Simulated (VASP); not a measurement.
Given:

```xyz
8
Lattice="5.4731 0.0000 0.0000 0.0000 5.4731 0.0000 0.0000 0.0000 5.4731" Properties=species:S:1:pos:R:3 pbc="T T T"
Be     0.1011     5.3720     5.3720
Be     2.6354     2.8377     5.3720
Be     2.6354     5.3720     2.8377
Be     0.1011     2.8377     2.8377
Te     1.3683     1.3683     1.3683
Te     4.1048     4.1048     1.3683
Te     4.1048     1.3683     4.1048
S      1.3683     4.1048     4.1048
```

Calculation: PBE GGA, VASP's PBE PAW potentials (set 64) (plane waves; VASP). Settings: 400 eV cut-off, 4×4×4 Γ-centred mesh, Gaussian smearing of 0.050 eV, potentials Be Te S.

Unless said otherwise, spin-orbit coupling is left out, though it shifts the bands of the heavy elements here.

### Question
Estimate the energy per atom (σ→0), band gap (on the k-mesh) with the smallest direct gap where there is one.

### Answer

| Item | Value |
|---|---|
| band gap (on the k-mesh) | 1.88 eV |
| smallest direct gap (on the k-mesh) | 1.88 eV |
| energy per atom (σ→0) | -4.041 eV/atom |

Total energies compare only between runs with the same potentials, cut-off and functional.

The structure was generated: Be4STe3 was put into an ordered model structure (P-43m), which need not be its known phase. It was relaxed first.
